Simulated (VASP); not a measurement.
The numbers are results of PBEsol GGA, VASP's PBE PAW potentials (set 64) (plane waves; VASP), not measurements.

VASP input:

**INCAR**
```
ALGO = Normal
EDIFF = 1E-6
EDIFFG = -0.02
ENCUT = 500
GGA = PS
IBRION = 2
ISIF = 3
ISMEAR = 0
LASPH = T
LCHARG = F
LMAXMIX = 4
LREAL = F
LWAVE = F
NELM = 100
NSW = 40
PREC = Accurate
PSTRESS = 100
SIGMA = 0.05
SYSTEM = Sr
```

File POSCAR:
```
Sr
1.0
  0.0000000000   2.7186711752   2.7186711752
  2.7186711752   0.0000000000   2.7186711752
  2.7186711752   2.7186711752   0.0000000000
Sr
1
Direct
  0.0000000000   0.0000000000   0.0000000000
```

### KPOINTS
```
Automatic mesh
0
Gamma
8 8 8
0 0 0
```

POTCAR, in this order: Sr_sv (PBE.64 set). Program: vasp_std.

What will the output report for the number of irreducible k-points (NKPTS), largest plane-wave count, number of space-group operations, FFT grid (NGX, NGY, NGZ)?

The number of irreducible k-points (NKPTS) is 29 and the largest plane-wave count is 1036. The number of space-group operations comes out as 48. The FFT grid (NGX, NGY, NGZ) is 28 × 28 × 28.

The compound is Sr in the fcc structure. This run relaxes it under an external pressure of 10 GPa. Symmetry was kept, so distortions that lower it aren't found.
